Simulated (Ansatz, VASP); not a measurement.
# Cross-check of SrTiO3 (Tausonite) between VASP and Ansatz, part 2 of 2

Aim: how closely do two programs agree when they are given the same cell, functional and k mesh?

VASP 6.6.1 and Ansatz 0.2.0.

So far. Step 4 (Side by side): The walks stopped with 0.01 GPa left in Ansatz and 0.04 GPa in VASP; each walk ends within a tolerance, so the volume difference is uncertain by about these residues over the bulk modulus, most in soft cells.

## (5) VASP: relaxation of cell and atoms, PBE with D3(BJ)

Level of this step: PBE with D3(BJ), no spin polarisation; plane waves and PAW (Sr_sv, Ti_sv, O) (VASP).

The relaxed volume is the usual yardstick between codes: its relative difference is about their pressure difference at one cell divided by the bulk modulus.

Contents of INCAR:

```
SYSTEM = SrTiO3
PREC = Accurate
ENCUT = 560
EDIFF = 1E-06
NELM = 100
ISMEAR = -1
SIGMA = 0.05
LREAL = .FALSE.
ALGO = Normal
GGA = PE
IVDW = 12
NBANDS = 26
LASPH = .TRUE.
LORBIT = 11
LWAVE = .FALSE.
LCHARG = .FALSE.
KPAR = 4
IBRION = 2
NSW = 60
ISIF = 3
EDIFFG = -0.01
```

Contents of POSCAR:

```
SrTiO3
1.0
    3.9052800000      0.0000000000      0.0000000000
    0.0000000000      3.9052800000      0.0000000000
    0.0000000000      0.0000000000      3.9052800000
Sr Ti O
1 1 3
Direct
    0.5000000000      0.5000000000      0.5000000000
    0.0000000000      0.0000000000      0.0000000000
    0.5000000000      0.0000000000      0.0000000000
    0.0000000000      0.5000000000      0.0000000000
    0.0000000000      0.0000000000      0.5000000000
```

Contents of KPOINTS:

```
Automatic mesh
0
Gamma
6 6 6
0 0 0
```

The projector-augmented-wave data sets are Sr_sv, Ti_sv and O (PBE family, release 64).

The run is started by

```bash
$ mpirun -np 4 vasp_std
```

Numbers of over 12 decimals in the logs are rounded to 6 here.

The program printed:

```text
[banner, memory and clock lines left out]
running    4 mpi-ranks, on    1 nodes
[...]
LDA part: xc-table for (Slater+PW92), standard interpolation
 POSCAR, INCAR and KPOINTS ok, starting setup
[...]
entering main loop
       N       E                     dE             d eps       ncg     rms          rms(c)
DAV:   1     0.449518971452E+03    0.44952E+03   -0.21960E+04  1040   0.176E+03
DAV:   2    -0.108299958557E+02   -0.46035E+03   -0.44656E+03  1290   0.469E+02
DAV:   3    -0.481890036260E+02   -0.37359E+02   -0.37185E+02  1188   0.140E+02
DAV:   4    -0.503145807599E+02   -0.21256E+01   -0.21225E+01  1760   0.281E+01
[...]
DAV:  14    -0.400783344551E+02   -0.82170E-05   -0.13209E-04  1404   0.131E-01    0.235E-02
DAV:  15    -0.400783296838E+02    0.47713E-05   -0.59921E-05  1340   0.820E-02    0.164E-02
DAV:  16    -0.400783290025E+02    0.68132E-06   -0.85070E-06  1192   0.352E-02
   1 F= -.41405519E+02 E0= -.41405519E+02  d E =-.414055E+02
[...]
2 F= -.41405715E+02 E0= -.41405715E+02  d E =-.195711E-03
 trial-energy change:   -0.000196  1 .order   -0.000281   -0.006116    0.005555
 step:   0.5131(harm=  0.5240)  dis= 0.00000  next Energy=   -41.407077 (dE=-0.156E-02)
[...]
N       E                     dE             d eps       ncg     rms          rms(c)
DAV:   1    -0.401002918702E+02   -0.38615E-02   -0.31398E-01  1206   0.558E+00    0.951E-01
DAV:   2    -0.400904325071E+02    0.98594E-02   -0.34007E-02  1194   0.180E+00    0.331E-01
DAV:   3    -0.400888803106E+02    0.15522E-02   -0.89367E-03  1178   0.589E-01    0.120E-01
DAV:   4    -0.400889459980E+02   -0.65687E-04   -0.19135E-03  1466   0.220E-01    0.110E-01
DAV:   5    -0.400889991657E+02   -0.53168E-04   -0.16867E-04  1650   0.126E-01    0.833E-02
DAV:   6    -0.400890773801E+02   -0.78214E-04   -0.11392E-04  1408   0.587E-02    0.372E-02
DAV:   7    -0.400891100569E+02   -0.32677E-04   -0.69818E-05  1746   0.432E-02    0.945E-03
DAV:   8    -0.400891133768E+02   -0.33199E-05   -0.44680E-06  1156   0.137E-02    0.270E-03
DAV:   9    -0.400891141231E+02   -0.74635E-06   -0.12535E-06   866   0.670E-03
   3 F= -.41407070E+02 E0= -.41407070E+02  d E =-.155062E-02
[...]
reached required accuracy - stopping structural energy minimisation
```

From OUTCAR (step 5):

```text
 Edisp (eV)   -1.30928

 Edisp (eV)   -1.31796

  Total      -0.00089    -0.00089    -0.00089     0.00000     0.00000    -0.00000
  in kB      -0.02366    -0.02366    -0.02366     0.00000     0.00000    -0.00000
  external pressure =       -0.02 kB  Pullay stress =        0.00 kB

 POSITION                                       TOTAL-FORCE (eV/Angst)
 -----------------------------------------------------------------------------------
      1.95708      1.95708      1.95708         0.000000      0.000000      0.000000
      0.00000      0.00000      0.00000        -0.000000     -0.000000      0.000000
      1.95708     -0.00000     -0.00000        -0.000000     -0.000000      0.000000
     -0.00000      1.95708     -0.00000        -0.000000      0.000000      0.000000
      0.00000     -0.00000      1.95708        -0.000000      0.000000      0.000000
 -----------------------------------------------------------------------------------
    total drift:                                0.000000     -0.000000      0.000000

  FREE ENERGIE OF THE ION-ELECTRON SYSTEM (eV)
  ---------------------------------------------------
  free  energy   TOTEN  =       -41.4070697083 eV

  energy  without entropy=      -41.4070697069  energy(sigma->0) =      -41.40706971

[... 2 parts as in an earlier step ...]

[... 2 further parts left out ...]
[key lines of the parts left out:]
E-fermi :   5.0396
```

## (6) Ansatz: relaxation of cell and atoms, PBE with D3(BJ)

The same cell, functional, mesh and smearing now go to Ansatz, which takes its cutoff from its data sets.

Contents of input.yaml:

```yaml
crystal:
  lattice:
    - [3.90528, 0.0, 0.0]
    - [0.0, 3.90528, 0.0]
    - [0.0, 0.0, 3.90528]
  atoms:
    - { symbol: Sr, position: [0.5, 0.5, 0.5] }
    - { symbol: Ti, position: [0.0, 0.0, 0.0] }
    - { symbol: O, position: [0.5, 0.0, 0.0] }
    - { symbol: O, position: [0.0, 0.5, 0.0] }
    - { symbol: O, position: [0.0, 0.0, 0.5] }
hamiltonian:
  xc: pbe
  pseudopotentials: { kind: paw }
  dispersion: d3bj
kpoints:
  mp_grid: { grid: [6, 6, 6] }
scf:
  occupations: { method: fermi_dirac, width: 0.05 }
relax:
  f_tol: 0.01
  max_steps: 60
  cell: { stress_tol: 0.05 }
output:
  forces: true
  stress: true
  write_density: true
  write_potential: true
  elf: true
  volumetric_format: npy
```

The run is started by

```bash
$ ansatz run input.yaml --threads 4 --pin off --max-ram 9216MiB --backend cpu --events-out ev --progress --plain --runs-dir out
```

The program printed:

```text
[...]
Crystal: 5 atoms, lattice volume = 59.560 Å³
Basis set: ecut = 420 eV, 1189 PW (Γ), exchange–correlation on 54×54×54 points (8 copies of the dense FFT grid, shifted against one another)
Bands: 25, of which v1, the nominal top of the filled ones, is band 20 counted from 1 (19 counted from 0)
Symmetry: 48 space group operations
[...]
k-points: 20 of 216
[...]
--- Relaxed structure (3 steps of the walk, 3 accepted, 1 SCFs on fresh bases) ---
[...]
cell:  # Å, volume = 59.7615 Å³
    - [3.909674, 0, 0]
    - [0, 3.909674, 0]
    - [0, 0, 3.909674]
  atoms:
    - { symbol: Sr, position: [0.500000, 0.500000, 0.500000] }
    - { symbol: Ti, position: [0, 0, 0] }
    - { symbol: O, position: [0.500000, 0, 0] }
    - { symbol: O, position: [0, 0.500000, 0] }
    - { symbol: O, position: [0, 0, 0.500000] }
[key lines of the parts left out:]
SCF converged after 7 iterations
Free energy (F): -7755.795644 eV
Fermi energy:    10.892953 eV
P = ⅓ Tr σ = 0.0206 GPa (0.206 kbar)
```

It took 2.7 s on 4 threads of Arm Neoverse V1, shared host; peak memory 0.38 GiB; 9 s of CPU time.

## (7) Side by side

What differs besides the data sets and the points named for the pairs above, as far as they apply: the cutoff is 420 eV in Ansatz and 560 eV in VASP. Total energies have different zeros and are not compared.

Compared:

```csv
quantity,Ansatz,VASP,difference
volume (Å³),59.76,59.97,-0.34 %
"edge a after relaxation, in the typed setting (Å)",3.910,3.914,-0.11 %
```

The walks stopped with 0.02 GPa left in Ansatz and 0.00 GPa in VASP; each walk ends within a tolerance, so the volume difference is uncertain by about these residues over the bulk modulus, most in soft cells.

## (8) Results

| Quantity | Value |
| --- | --- |
| difference in volume (relaxation of cell and atoms, r2SCAN) | -0.46 % |
| difference in volume (relaxation of cell and atoms, PBE with D3(BJ)) | -0.34 % |

What this shows: The difference in volume is -0.46 % (relaxation of cell and atoms, r2SCAN), within the 1.2 % picked in this series as the mark of a large difference, as far as the stopping tolerances let one tell. Such differences can come from data sets, numerical settings and the points named under the comparisons, not from the functional's error against experiment.

[Lines on the potential files, build, host, timing and source positions are cut from VASP's logs without a mark.]

[Logs are printed without paths, hosts, clocks, repeated set-up lines and the standing remarks that a program may print on its own settings, such as how far it seeks lower states.]

[Hosts, paths, dates, database ids (printed as entryN), source tags and the programs' standing remarks are cut or masked in the printed files.]
